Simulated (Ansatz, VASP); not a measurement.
## Fitting the PBE energy curve of La3Zr

The structure is cubic, space group Pm-3m (No. 221). The conventional cell has a = 5.073 Å, b = 5.073 Å, c = 5.073 Å, α = 90.00°, β = 90.00°, γ = 90.00°. La (site symmetry 4/mmm) is surrounded by 8 La at 3.59 Å and 4 Zr at 3.59 Å. Zr (site symmetry m-3m) is surrounded by 12 La at 3.59 Å.

The cell comes from a database or a generator and needn't be the stable form of this composition.

The cell was scaled at fixed shape and fractions and run with Ansatz, Ansatz PAW, cutoff 420 eV; PBE, k mesh 5 × 5 × 5 on the cell of 4 atoms, fermi-dirac occupations of 0.05 eV, no spin polarisation, no spin-orbit coupling. Energies are those that the program minimises, any entropy of the smearing included. For a metal such a mesh isn't converged to the digits shown.

```csv
V (Å³/atom),energy over the lowest row (meV/atom)
30.6746,12.076
31.3272,4.599
31.9799,0.665
32.6325,0.000
33.2852,?
33.9378,7.412
34.5905,14.966
```

Q: Fit the third-order Birch-Murnaghan form, give V0, B0 and B′, and predict the energy left open.

A: With y = (V0/V)^(2/3), E = E0 + (9 V0 B0/16) [(y - 1)³ B′ + (y - 1)² (6 - 4y)]. Least squares through the rows shown give V0 = 32.4427 Å³/atom, E0 = -0.120 meV, B0 = 37.38 GPa (1 eV/Å³ = 160.218 GPa) and B′ = 3.40, with a largest miss of 0.010 meV. At V = 33.2852 the form with these constants gives 2.338 meV; the run gave 2.336 meV an atom. Other set-ups at this level, from all their volumes (Å³/atom, GPa): VASP, PBE PAW files La, Zr_sv, 520 eV: V0 32.520, B0 37.33.
